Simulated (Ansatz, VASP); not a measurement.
# ZnO (zincite) in two plane-wave programs

Wanted: the spread between two codes on one cell, functional and k mesh. The cell is taken from a series of runs on this material, whose earlier steps may have relaxed, scaled, displaced or heated it; both programs get it as it stands.

Main program and level: Ansatz 0.2.0; plane waves, with VASP 6.6.1 beside it; zone-centre phonons at PBE.

## Step 1: The structure

Symmetry: P6_3mc, No. 186, hexagonal system. The conventional cell has a = 3.213 Å, b = 3.213 Å, c = 5.185 Å, α = 90.00°, β = 90.00°, γ = 120.00°. Nearest to O lie 4 Zn at 1.96 to 1.97 Å. Nearest to Zn lie 4 O at 1.96 to 1.97 Å. Farther neighbours and most contacts between anions are not listed.

As a file:

```cif
data_structure
_symmetry_space_group_name_H-M 'P 1'
_symmetry_Int_Tables_number 1
_cell_length_a 3.2134
_cell_length_b 3.2134
_cell_length_c 5.1848
_cell_angle_alpha 90.000
_cell_angle_beta 90.000
_cell_angle_gamma 120.000
_cell_volume 46.37
loop_
_atom_site_label
_atom_site_type_symbol
_atom_site_fract_x
_atom_site_fract_y
_atom_site_fract_z
_atom_site_occupancy
O1 O 0.66667 0.33333 0.37905 1
O2 O 0.33333 0.66667 0.87905 1
Zn3 Zn 0.33333 0.66667 0.49996 1
Zn4 Zn 0.66667 0.33333 0.99996 1
```

## Step 2: Ansatz: zone-centre phonons, PBE

Ansatz runs on its PAW soft_1 files.

Second derivatives magnify differences that forces hide, and they need a tight electronic threshold.

Input file input.yaml:

```yaml
crystal:
  lattice:
    - [3.2134072753, 0.0, 0.0]
    - [-1.6067036377, 2.7828923331, 0.0]
    - [0.0, 0.0, 5.1847604869]
  atoms:
    - { symbol: O, position: [0.6666666667, 0.3333333333, 0.379053428] }
    - { symbol: O, position: [0.3333333333, 0.6666666667, 0.879053428] }
    - { symbol: Zn, position: [0.3333333333, 0.6666666667, 0.499956572] }
    - { symbol: Zn, position: [0.6666666667, 0.3333333333, -4.3428e-05] }
kpoints:
  mp_grid: { grid: [15, 15, 10] }
hamiltonian:
  xc: pbe
  pseudopotentials: { kind: paw, azcp: { folder: soft_1 } }
scf:
  occupations: { method: fixed }
output:
  eigenvalues: true
phonons:
  method: dfpt
  dielectric: true
  rigid_motions: translations
```

Run with:

```sh
> ansatz run input.yaml --threads 4 --pin off --max-ram 16384MiB --backend cpu --events-out ev --progress --plain --runs-dir out
```

Numbers of over 12 decimals in the logs are rounded to 6 here.

The program printed:

```text
Engine: ansatz 0.2.0, aarch64-unknown-linux-gnu
Pseudopotentials: kind: paw
Pseudopotential: O, paw, valence charge 6, recommended cutoff 420 eV (normal), soft_1/O.paw.azcp
Pseudopotential: Zn, paw, valence charge 12, recommended cutoff 420 eV (normal), soft_1/Zn.paw.azcp
Functional definition: PBE
  parameter kappa = 0.804
  parameter beta = 0.066725
  exchange = pbe_x(kappa = kappa, mu = beta*pi^2/3)
  correlation = pbe_c(beta = beta)
Crystal: 4 atoms, lattice volume = 46.365 Å³
Basis set: ecut = 420 eV, 941 PW (Γ), exchange–correlation on 48×48×72 points (8 copies of the dense FFT grid, shifted against one another)
Bands: 22, of which v1, the nominal top of the filled ones, is band 18 counted from 1 (17 counted from 0)
Symmetry: 12 space group operations
k-points: 608 of 2250 (irreducible under 2 space group operations, time reversal used)
Non-local potential: O, projectors of the file, l = 0: 2, l = 1: 2, l = 2: 1
Non-local potential: Zn, projectors of the file, l = 0: 2, l = 1: 2, l = 2: 3, l = 3: 1
PAW form: soft (Blöchl's): semilocal exchange-correlation on the pseudo side does not see the compensation charge
PAW one-centre angular grid: O, 110 points (default); XC on 64 Gauss nodes
PAW one-centre angular grid: Zn, 590 points (default); XC on 64 Gauss nodes
Initial density: superposition of atomic densities (chi_scale 0.1, normalization cell, long waves kept (reshape's long-wave potential 0.00 eV rms))
Initial wavefunctions: pseudopotential atomic-orbital guess
Functional: x = pbe(κ = 0.804, μ = 0.219515), c = pbe(β = 0.066725)
SCF iter   1: F=—  HF=-7774.551243 eV  |F-HF|=—  |Δ(HF+E_count)|=         —  Δρ=1.11e-1  dr2=3.03e0  ethr=3.10e-3  ⟨swp⟩=4.3  Hψ=62236  notcnv=0  defer=1096
preconditioner: auto → Resta (q_TF=auto, 2.616 Å⁻¹)  ε∞=6.4  [insulator: Δε(μ)=1.342 eV  Ē_g=14.069 eV  n_scr=22 (ndim 8)  ℏωp=32.7 eV  f_vac=0.000  ε∞_Penn≈6.4]
SCF iter   2: F=—  HF=-7773.726245 eV  |F-HF|=—  |Δ(HF+E_count)|=   8.25e-1  Δρ=2.37e-2  dr2=2.34e-1  ethr=3.10e-3  ⟨swp⟩=2.1  Hψ=30161  notcnv=0  defer=472
SCF iter   3: F=—  HF=-7773.621968 eV  |F-HF|=—  |Δ(HF+E_count)|=   1.04e-1  Δρ=1.91e-2  dr2=1.37e-1  ethr=6.51e-4  ⟨swp⟩=2.0  Hψ=29209  notcnv=0  defer=1191
SCF iter   4: F=—  HF=-7773.613440 eV  |F-HF|=—  |Δ(HF+E_count)|=   8.53e-3  Δρ=7.48e-3  dr2=1.39e-2  ethr=3.82e-4  ⟨swp⟩=2.0  Hψ=24320  notcnv=0  defer=1208
SCF iter   5: F=—  HF=-7773.623875 eV  |F-HF|=—  |Δ(HF+E_count)|=   1.04e-2  Δρ=2.93e-3  dr2=2.35e-3  ethr=3.86e-5  ⟨swp⟩=3.0  Hψ=30267  notcnv=0  defer=1210
SCF iter   6: F=—  HF=-7773.623789 eV  |F-HF|=—  |Δ(HF+E_count)|=   8.57e-5  Δρ=1.17e-3  dr2=3.92e-4  ethr=6.52e-6  ⟨swp⟩=2.7  Hψ=23809  notcnv=0  defer=1211
SCF iter   7: F=—  HF=-7773.624051 eV  |F-HF|=—  |Δ(HF+E_count)|=   2.62e-4  Δρ=3.59e-4  dr2=3.14e-5  ethr=1.09e-6  ⟨swp⟩=2.0  Hψ=24325  notcnv=0  defer=1211
SCF iter   8: F=—  HF=-7773.624076 eV  |F-HF|=—  |Δ(HF+E_count)|=   2.44e-5  Δρ=4.45e-5  dr2=1.02e-6  ethr=8.71e-8  ⟨swp⟩=2.0  Hψ=23741  notcnv=0  defer=379
SCF iter   9: F=—  HF=-7773.624078 eV  |F-HF|=—  |Δ(HF+E_count)|=   2.29e-6  Δρ=1.00e-5  dr2=3.71e-8  ethr=2.84e-9  ⟨swp⟩=2.0  Hψ=24144  notcnv=0
SCF iter  10: F=—  HF=-7773.624078 eV  |F-HF|=—  |Δ(HF+E_count)|=   3.69e-8  Δρ=1.31e-6  dr2=8.77e-10  ethr=1.03e-10  ⟨swp⟩=2.0  Hψ=23028  notcnv=0
SCF iter  11: F=-7773.624078 eV  HF=-7773.624078 eV  |F-HF|=7.28e-12  |Δ(HF+E_count)|=  7.54e-10  Δρ=3.30e-7  dr2=4.03e-11  ethr=1.00e-12  ⟨swp⟩=8.2  Hψ=83019  notcnv=0
SCF 1 converged in 11 iterations: F = -7773.624078 eV  dr2 = 4.03e-11
  greatest PAW one-centre occupation: 0.987 electrons in one spin orbital (limit 2), on the Zn atom at site 2 (counted from 0), in its partial waves of l = 2
NSCF: frozen V_eff on 4 k-points
DFPT response loops at Γ: preconditioner auto → Resta (q_TF=auto, 2.616 Å⁻¹)  ε∞=8.5 (no band partly filled); β = 1.00, the filter's whole step (`scf.mixing.beta` (0.50) is not read by the response loops at its default; to damp them type it under 1.00, their step now; it binds the ground state too); Broyden in place of MSR1
── the response to a field inside a basis, on 16×16×10 k-points: an SCF that follows is theirs, and a resumed run solves both again ──
Bands: 19, of which v1, the nominal top of the filled ones, is band 18 counted from 1 (17 counted from 0)
k-points: 360 of 2560 (irreducible under 4 space group operations, time reversal used)
Initial density: handed on by an earlier stage of this run
Initial wavefunctions: pseudopotential atomic-orbital guess (no wavefunctions were taken with the density)
Eigensolver: Dense (360 Hₖ)
SCF iter   1: F=—  HF=-7773.624420 eV  |F-HF|=—  |Δ(HF+E_count)|=         —  Δρ=4.78e-4  dr2=2.73e-5  ethr=1.00e-1
preconditioner: auto → Resta (q_TF=auto, 2.616 Å⁻¹)  ε∞=10.8  [insulator: Δε(μ)=1.026 eV  Ē_g=10.444 eV  n_scr=22 (ndim 8)  ℏωp=32.7 eV  f_vac=0.031  ε∞_Penn≈10.8]
SCF iter   2: F=—  HF=-7773.624424 eV  |F-HF|=—  |Δ(HF+E_count)|=   4.72e-6  Δρ=4.72e-4  dr2=4.61e-5  ethr=7.59e-8
SCF iter   3: F=—  HF=-7773.624423 eV  |F-HF|=—  |Δ(HF+E_count)|=   1.45e-6  Δρ=8.08e-5  dr2=7.60e-7  ethr=7.59e-8
SCF iter   4: F=—  HF=-7773.624419 eV  |F-HF|=—  |Δ(HF+E_count)|=   4.27e-6  Δρ=2.76e-5  dr2=1.30e-7  ethr=2.11e-9
SCF iter   5: F=-7773.624419 eV  HF=-7773.624419 eV  |F-HF|=5.34e-8  |Δ(HF+E_count)|=   4.08e-7  Δρ=1.95e-5  dr2=8.78e-8  ethr=3.60e-10
SCF 1 converged in 5 iterations: F = -7773.624419 eV  dr2 = 8.78e-8
  greatest PAW one-centre occupation: 0.987 electrons in one spin orbital (limit 2), on the Zn atom at site 3 (counted from 0), in its partial waves of l = 2
DFPT response loops at Γ: preconditioner auto → Resta (q_TF=auto, 2.616 Å⁻¹)  ε∞=7.6 (no band partly filled); β = 1.00, the filter's whole step (`scf.mixing.beta` (0.50) is not read by the response loops at its default; to damp them type it under 1.00, their step now; it binds the ground state too); Broyden in place of MSR1
WARN: field response: inside a basis, on 16×16×10 points, no mesh in reach settles it: take ε∞, Z* and everything formed from them with what they may err, as stated (eps_inf_uncertainty, zstar_uncertainty_e), and compare with field_mesh: kpoints on a denser kpoints.mp_grid
WARN: field response: ε∞ stands inside a basis, on 16×16×10 points; the force constants stand on the 15×15×10 k-mesh, whose period is 12.94 times the interband length at k = (0.0000, 0.0000, 0.0000), direct gap 0.829 eV, under 14: take them and everything formed from them as unconverged, and compare with a denser kpoints.mp_grid
SCF converged after 11 iterations
Free energy (F): -7773.624078 eV
Harris-Foulkes:  -7773.624078 eV  (|F-HF|=7.28e-12)
Internal energy: -7773.624078 eV  (E = F + TS)
E sigma→0 (E₀):  -7773.624078 eV
Fermi energy:    7.585933 eV
--- Per-component energies (eV) ---
  E_band       = 75.145496
  E_kinetic    = 632.182803
  E_local      = -4400.907498  (includes V_loc(G=0)·N_el)
  E_nonlocal   = 1756.244679
  E_hartree    = 1653.356872
  E_xc         = -299.043495
  E_vxc        = -283.554875  (∫ρ·V_xc dr)
  E_paw        = -4126.633533  (= ΣΔE_a)
  E_vpaw       = -935.534668  (= ΣTr[D̂ρ^β])
  E_aug_tail   = 0.001217  (compensation charges beyond the density's cutoff)
  E_ewald      = -2988.825121
  E_smearing   = -0.000000  (= −TS)
  E_closure    = -0.000000  (closes the sum)
  Σ components = -7773.624078   (vs F -7773.624078, Δ=0.00e0)
--- Band table (eV; the first three rows and the last of 608) ---
  k-point 0: bands = [... 14 lower, 6.7629, 7.4860, 7.5859, 7.5859, 8.4152, 12.9243, 15.8641, 20.6570]
  k-point 1: bands = [... 14 lower, 6.7835, 7.2314, 7.5664, 7.5664, 8.7037, 12.8324, 15.9443, 20.6566]
  k-point 2: bands = [... 14 lower, 6.8429, 6.8429, 7.5092, 7.5092, 9.2485, 12.5714, 16.1789, 20.4766]
  k-point 607: bands = [... 14 lower, 4.8508, 4.8871, 6.3387, 6.4765, 13.1488, 15.2073, 16.2413, 16.3924]
--- Phonons (Γ-DFPT): 4 representative perturbations + reference, on 608 of 2250 k-points (Σ response iterations 15) ---
  k mesh reduced under 2 symmetry operations, with k and −k counted as one. Each operation leaves every solved perturbation unchanged. A smaller set is not considered because the run solves the response to a homogeneous field
  ASR residual: 2.484e-4 → 0.000e0 eV/Å²; symmetrization residual: 3.664e-6 eV/Å²
  ASR residual per site (eV/Å²): 2.48e-4 2.48e-4 3.46e-5 3.46e-5
  Γ frequencies (cm⁻¹): 0.00 0.00 0.00 80.85 80.85 258.22 391.99 412.26 412.26 445.62 445.62 552.75
  ε∞ (high-frequency dielectric tensor):
        4.992160     0.000000     0.000000
        0.000000     4.992160    -0.000000
        0.000000    -0.000000     5.049798
  ε⁰ (static dielectric tensor: ions relaxed, cell fixed):
        9.255674     0.000000    -0.000000
        0.000000     9.255674     0.000000
       -0.000000     0.000000    10.012628
  ε⁰ − ε∞ (ionic part):
        4.263514     0.000000    -0.000000
        0.000000     4.263514     0.000000
       -0.000000     0.000000     4.962830
  softest optical mode at Γ: 80.85 cm⁻¹; the repairs (sum rule, projections) moved no ω² at Γ by more than (2.23 cm⁻¹)²
  Born effective charges Z* (e; rows j = field, columns β = displacement):
    site 0:
        -2.09479    0.00000    0.00000
        -0.00000   -2.09479    0.00000
        -0.00000    0.00000   -2.14893
    site 1:
        -2.09479    0.00000   -0.00000
        -0.00000   -2.09479    0.00000
         0.00000    0.00000   -2.14893
    site 2:
         2.09479   -0.00000    0.00000
         0.00000    2.09479   -0.00000
         0.00000   -0.00000    2.14893
    site 3:
         2.09479    0.00000   -0.00000
         0.00000    2.09479   -0.00000
        -0.00000   -0.00000    2.14893
  Z* charge neutrality: 1.297e-3 e pre-enforcement
  solved inside a basis spanned on kpoints, on 16×16×10 k-points, which do not settle them: ε∞ is read to err by 4.6e-2, Z* by 3.1e-2 e (field_mesh: kpoints solves on kpoints); Z* is corrected for what the basis lacks
  optical modes at Γ without the LO–TO term, one row a degenerate level:
      ω (cm⁻¹)  modes    IR ((D/Å)²/amu)
         80.85      2             0.0000
        258.22      1             0.0000
        391.99      1            16.5772
[...]
optical modes at Γ + LO–TO along q̂ = [1.0000, 0.0000, 0.0000]:
      ω (cm⁻¹)  modes    IR ((D/Å)²/amu)
[...]
optical modes at Γ + LO–TO along q̂ = [0.0000, 1.0000, 0.0000]:
      ω (cm⁻¹)  modes    IR ((D/Å)²/amu)
[...]
552.75      1             0.0000
        561.35      1            15.7524
  optical modes at Γ + LO–TO along q̂ = [0.0000, 0.0000, 1.0000]:
      ω (cm⁻¹)  modes    IR ((D/Å)²/amu)
         80.85      2             0.0000
        258.22      1             0.0000
        412.26      2            31.5048
        445.62      2             0.0000
        551.97      1            16.5772
        552.75      1             0.0000
```

(Part 1 of 3 ends here.)

[Lines on the potential files, build, host, timing and source positions are cut from VASP's logs without a mark.]

[Logs are printed without paths, hosts, clocks, repeated set-up lines and the standing remarks that a program may print on its own settings, such as how far it seeks lower states.]

[Hosts, paths, dates, database ids (printed as entryN), source tags and the programs' standing remarks are cut or masked in the printed files.]
